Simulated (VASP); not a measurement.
# LaBr4 (Cmmm) in VASP: a series of runs

One crystal, LaBr4, is run at these levels: PBE; tasks: single point.

All numbers are computed with VASP 6.6.1; they aren't measurements. Logs are shortened: lines on timing, memory, paths and dates and some standing lists are left out, and cuts for length are marked.

### 1 The structure

The structure is orthorhombic, space group Cmmm (No. 65). The conventional cell has a = 8.697 Å, b = 9.133 Å, c = 3.905 Å, α = 90.00°, β = 90.00°, γ = 90.00°. Around Br (site symmetry m2m) lie 2 La at 2.61 Å. Br (site symmetry 2mm) is surrounded by 1 La at 2.48 Å. La (site symmetry mmm) is surrounded by 6 Br at 2.48 to 2.61 Å.

The cell was built by a generator and needn't be a form met in nature.

### 2 Single point, PBE

The input, INCAR:

```
PREC = Accurate
ENCUT = 520
EDIFF = 1E-6
ISMEAR = -1
SIGMA = 0.0599
LREAL = False
LASPH = True
NELM = 100
ALGO = Normal
ISIF = 2
LWAVE = False
LCHARG = False
GGA = PE
NBANDS = 28
```

The input, KPOINTS:

```
regular mesh
0
Gamma
  3 3 5
```

The input, POSCAR:

```
LaBr4
1.0
    4.3487040000      4.5664410000      0.0000000000
    4.3487040000     -4.5664410000      0.0000000000
    0.0000000000      0.0000000000     -3.9050040000
Br La
4 1
Direct
    0.1894000000      0.8106000000      0.5000000000
    0.8106000000      0.1894000000      0.5000000000
    0.2852000000      0.2852000000      0.0000000000
    0.7148000000      0.7148000000      0.0000000000
    0.0000000000      0.0000000000      0.0000000000
```

Potentials or basis: VASP PAW PBE potentials, release 64 (Br, La).

Launch:

```console
cat potpaw_PBE.64/Br/POTCAR potpaw_PBE.64/La/POTCAR > POTCAR
mpirun -np 1 vasp_std > vasp.out
```

OUTCAR:

```text
PREC = Accurate
   ENCUT = 520
   EDIFF = 1E-6
   ISMEAR = -1
   LREAL = False
   LASPH = True
   NELM = 100
   ISIF = 2
   GGA = PE

 ion  position               nearest neighbor table
   1  0.189  0.811  0.500-   5 2.61   5 2.61
   2  0.811  0.189  0.500-   5 2.61   5 2.61
   3  0.285  0.285  0.000-   5 2.48
   4  0.715  0.715  0.000-   5 2.48
   5  0.000  0.000  0.000-   3 2.48   4 2.48   1 2.61   2 2.61   1 2.61   2 2.61

  LATTYP: Found a base centered orthorhombic cell.
 ALAT       =     8.6974080000
 B/A-ratio  =     1.0500694000
 C/A-ratio  =     0.4489848010

  Lattice vectors:

 A1 = (   4.3487040000,   4.5664410000,   0.0000000000)
 A2 = (   4.3487040000,  -4.5664410000,   0.0000000000)
 A3 = (   0.0000000000,   0.0000000000,  -3.9050040000)

Analysis of symmetry for initial positions (statically):
=====================================================================
 Subroutine PRICEL returns:
 Original cell was already a primitive cell.

 Routine SETGRP: Setting up the symmetry group for a
 base centered orthorhombic supercell.

 Subroutine GETGRP returns: Found  8 space group operations
 (whereof  8 operations were pure point group operations)
 out of a pool of  8 trial point group operations.

The static configuration has the point symmetry D_2h.

Analysis of symmetry for dynamics (positions and initial velocities):
=====================================================================
 Subroutine PRICEL returns:
 Original cell was already a primitive cell.

 Routine SETGRP: Setting up the symmetry group for a
 base centered orthorhombic supercell.

 Subroutine GETGRP returns: Found  8 space group operations
 (whereof  8 operations were pure point group operations)
 out of a pool of  8 trial point group operations.

The dynamic configuration has the point symmetry D_2h.

 Subroutine INISYM returns: Found  8 space group operations
 (whereof  8 operations are pure point group operations),
 and found     1 'primitive' translations

----------------------------------------------------------------------------------------

                                     Primitive cell

  volume of cell :     155.0919

  direct lattice vectors                    reciprocal lattice vectors
     4.348704000  4.566441000  0.000000000     0.114976784  0.109494462  0.000000000
     4.348704000 -4.566441000  0.000000000     0.114976784 -0.109494462  0.000000000
     0.000000000  0.000000000 -3.905004000     0.000000000  0.000000000 -0.256081684

  length of vectors
     6.305839348  6.305839348  3.905004000     0.158772472  0.158772472  0.256081684

  position of ions in fractional coordinates (direct lattice)
     0.189400000  0.810600000  0.500000000
     0.810600000  0.189400000  0.500000000
     0.285200000  0.285200000  0.000000000
     0.714800000  0.714800000  0.000000000
     0.000000000  0.000000000  0.000000000

  ion indices of the primitive-cell ions
   primitive index   ion index
                 1           1
                 2           2
                 3           3
                 4           4
                 5           5

----------------------------------------------------------------------------------------

 KPOINTS: regular mesh

Automatic generation of k-mesh.
 Grid dimensions read from file:
 generate k-points for:    3    3    5

 Generating k-lattice:

  Cartesian coordinates                     Fractional coordinates (reciprocal lattice)
     0.038325595  0.036498154  0.000000000     0.333333333  0.000000000  0.000000000
     0.038325595 -0.036498154  0.000000000     0.000000000  0.333333333  0.000000000
     0.000000000  0.000000000 -0.051216337     0.000000000  0.000000000  0.200000000

  Length of vectors
     0.052924157  0.052924157  0.051216337

  Shift w.r.t. Gamma in fractional coordinates (k-lattice)
     0.000000000  0.000000000  0.000000000

 Subroutine IBZKPT returns following result:
 ===========================================

 Found     12 irreducible k-points:

 Following reciprocal coordinates:
            Coordinates               Weight
  0.000000  0.000000  0.000000      1.000000
  0.333333  0.000000  0.000000      4.000000
  0.333333  0.333333  0.000000      2.000000
 -0.333333  0.333333  0.000000      2.000000
  0.000000  0.000000  0.200000      2.000000
  0.333333  0.000000  0.200000      8.000000
  0.333333  0.333333  0.200000      4.000000
 -0.333333  0.333333  0.200000      4.000000
  0.000000  0.000000  0.400000      2.000000
  0.333333  0.000000  0.400000      8.000000
  0.333333  0.333333  0.400000      4.000000
 -0.333333  0.333333  0.400000      4.000000
   k-points           NKPTS =     12   k-points in BZ     NKDIM =     12   number of bands    NBANDS=     28
   number of dos      NEDOS =    301   number of ions     NIONS =      5
   total plane-waves  NPLWV =  69120
   dimension x,y,z NGX =    48 NGY =   48 NGZ =   30
   dimension x,y,z NGXF=    96 NGYF=   96 NGZF=   60
   ions per type =               4   1
   NGX,Y,Z   is equivalent  to a cutoff of  12.65, 12.65, 12.77 a.u.
   NGXF,Y,Z  is equivalent  to a cutoff of  25.31, 25.31, 25.54 a.u.
 SYSTEM =  unknown system
   PREC   = accura    normal or accurate (medium, high low for compatibility)
   ISTART =      0    job   : 0-new  1-cont  2-samecut
   ICHARG =      2    charge: 1-file 2-atom 10-const
   ISPIN  =      1    spin polarized calculation?
   LNONCOLLINEAR =      F non collinear calculations
   LSORBIT =      F    spin-orbit coupling
   LASPH  =      T    aspherical Exc in radial PAW
   ENCUT  =  520.0 eV  38.22 Ry    6.18 a.u.  11.72 11.72  7.26*2*pi/ulx,y,z
   NELM   =    100;   NELMIN=  2; NELMDL= -5     # of ELM steps
   EDIFF  = 0.1E-05   stopping-criterion for ELM
   LREAL  =      F    real-space projection
   EDIFFG = 0.1E-04   stopping-criterion for IOM
   NSW    =      0    number of steps for IOM
   IBRION =     -1    ionic relax: 0-MD 1-quasi-New 2-CG
   NFREE  =      0    steps in history (QN), initial steepest desc. (CG)
   ISIF   =      2    stress and relaxation
   ISYM   =      2    0-nonsym 1-usesym 2-fastsym
   POTIM  = 0.5000    time-step for ionic-motion
   TEBEG  =    0.0;   TEEND  =   0.0 temperature during run
   PSTRESS=    0.0 pullay stress
   NELECT =      39.0000    total number of electrons
   NUPDOWN=      -1.0000    fix difference up-down
   EMIN   =  10.00;   EMAX   =-10.00  energy-range for DOS
   EFERMI =   0.00;   METHOD = LEGACY
   ISMEAR =    -1;   SIGMA  =   0.06  broadening in eV -4-tet -1-fermi 0-gaus
   EFERMI_NEDOS =   21; number of points for ismear=-14 and -15
   IALGO  =     38    algorithm
   IMIX   =      4    mixing-type and parameters
     AMIX     =   0.40;   BMIX     =  1.00
     AMIX_MAG =   1.60;   BMIX_MAG =  1.00
  volume/ion in A,a.u.               =      31.02       209.32
  Fermi-wavevector in a.u.,A,eV,Ry     =   1.033316  1.952685 14.527522  1.067743
  Thomas-Fermi vector in A             =   2.167557
   LORBIT       =      0    0 simple, 1 ext, 2 COOP (PROOUT), +10 PAW based schemes
   GGA     = PE    functional components
   LHFCALC =     F    Hartree Fock is set to
   AEXX    =    0.0000 exact exchange contribution
   IVDW    =     0    specifies the selected vdW correction
   LEPSILON=     F    determine dielectric tensor
   LRPA    =     F    only Hartree local field effects (RPA)
 non-spin polarized calculation
  energy-cutoff  :      520.00
  volume of cell :      155.09
 maximum number of plane-waves:      4207
   NGX = 23   NGY = 23   NGZ = 15

 number of electron      39.0000004 magnetization

 Free energy of the ion-electron system (eV)
  ---------------------------------------------------
  ext. energy  EPLUGINS =         0.00000000
  ---------------------------------------------------
  free energy    TOTEN  =       -14.76374037 eV

  energy without entropy =      -14.71488818  energy(sigma->0) =      -14.73931428

 E-fermi :   1.0503     XC(G=0):  -8.4142

 val. band max:        0.9770104499   @ k =   0.3333   0.3333   0.0000
 cond. band min:       1.0694041919   @ k =   0.3333   0.0000   0.0000
 fundamental gap:      0.0923937420
 Fermi energy:         1.0503238643

 k-point     1 :       0.0000    0.0000    0.0000
  band No.  band energies     occupation
      1     -28.6330      2.00000
      2     -14.8120      2.00000
      3     -14.5187      2.00000
      4     -12.6857      2.00000
      5     -12.5896      2.00000
      6     -12.3759      2.00000
[... 20 lines left out ...]
     27       7.1534      0.00000
     28       7.3757      0.00000

 k-point     2 :       0.3333    0.0000    0.0000
  band No.  band energies     occupation
      1     -28.6328      2.00000
      2     -14.8322      2.00000
      3     -14.5246      2.00000
      4     -12.6854      2.00000
      5     -12.5013      2.00000
      6     -12.3821      2.00000
[... 20 lines left out ...]
     27       7.0471      0.00000
     28       7.2992      0.00000

 k-point     3 :       0.3333    0.3333    0.0000
  band No.  band energies     occupation
      1     -28.6328      2.00000
      2     -14.8373      2.00000
      3     -14.5334      2.00000
      4     -12.6850      2.00000
      5     -12.5118      2.00000
      6     -12.3507      2.00000
[... 20 lines left out ...]
     27       7.0588      0.00000
     28       7.2735      0.00000

 k-point     4 :      -0.3333    0.3333    0.0000
  band No.  band energies     occupation
      1     -28.6327      2.00000
      2     -14.8257      2.00000
      3     -14.5347      2.00000
      4     -12.6850      2.00000
      5     -12.5234      2.00000
      6     -12.4002      2.00000
[... 206 lines left out ...]
     27       6.9364      0.00000
     28       7.0087      0.00000

 k-point    11 :       0.3333    0.3333    0.4000
  band No.  band energies     occupation
      1     -28.5505      2.00000
      2     -14.9627      2.00000
      3     -14.7401      2.00000
      4     -13.3694      2.00000
      5     -12.2639      2.00000
      6     -12.0184      2.00000
[... 20 lines left out ...]
     27       7.0013      0.00000
     28       7.0048      0.00000

 k-point    12 :      -0.3333    0.3333    0.4000
  band No.  band energies     occupation
      1     -28.5505      2.00000
      2     -14.9624      2.00000
      3     -14.7299      2.00000
      4     -13.3704      2.00000
      5     -12.3236      2.00000
      6     -12.0187      2.00000
[... 20 lines left out ...]
     27       6.9559      0.00000
     28       7.0289      0.00000

------------------------ aborting loop because EDIFF is reached ----------------------------------------

  FORCE on cell =-STRESS in cart. coord.  units (eV):
  Direction    XX          YY          ZZ          XY          YZ          ZX
  --------------------------------------------------------------------------------------
  -------------------------------------------------------------------------------------
  Total       19.5024605     15.6904476     22.0456287      0.0000000      0.0000000      0.0000000
  in kB      201.4701973    162.0901926    227.7424000      0.0000000      0.0000000      0.0000000
  external PRESSURE =     197.1009300 kB  Pullay stress =       0.0000000 kB

 VOLUME and BASIS-vectors are now :
 -----------------------------------------------------------------------------
  energy-cutoff  :      520.00
  volume of cell :      155.09
      direct lattice vectors                 reciprocal lattice vectors
     4.348704000  4.566441000  0.000000000     0.114976784  0.109494462  0.000000000
     4.348704000 -4.566441000  0.000000000     0.114976784 -0.109494462  0.000000000
     0.000000000  0.000000000 -3.905004000     0.000000000  0.000000000 -0.256081684

 POSITION                                       TOTAL-FORCE (eV/Angst)
 -----------------------------------------------------------------------------------
      4.34870     -2.83667     -1.95250         0.000000      4.221093     -0.000000
      4.34870      2.83667     -1.95250         0.000000     -4.221093      0.000000
      2.48050      0.00000      0.00000         4.255648     -0.000000      0.000000
      6.21691      0.00000      0.00000        -4.255648     -0.000000      0.000000
      0.00000      0.00000      0.00000         0.000000     -0.000000      0.000000
 -----------------------------------------------------------------------------------
    total drift:                               -0.000000      0.000000      0.000000

  FREE ENERGIE OF THE ION-ELECTRON SYSTEM (eV)
  ---------------------------------------------------
  free  energy   TOTEN  =       -14.7637403715 eV

  energy  without entropy=      -14.7148881837  energy(sigma->0) =      -14.73931428
```

It took 73 s on 1 thread of AMD EPYC 7R43 (Zen 3), shared host; peak memory 0.23 GiB.

What came out:

```yaml
Free_energy: -14.7637 eV
Pressure: 19.7 GPa
Largest_force: 4.256 eV/Å
Band_gap_on_the_k_mesh: none (metal or under the smearing width)
```

Forces in eV/Å, atoms in the order of the input:
```
Br   0.000  4.221  0.000
Br   0.000 -4.221  0.000
Br   4.256  0.000  0.000
Br  -4.256  0.000  0.000
La   0.000  0.000  0.000
```

Caveat: so large a pressure means that the cell lies far from this level's equilibrium, or that cutoff or potentials fall short; an odd number of electrons without spin polarisation forces a metal; a magnetic or distorted state may lie lower.

(Part 1 of 2 ends here.)
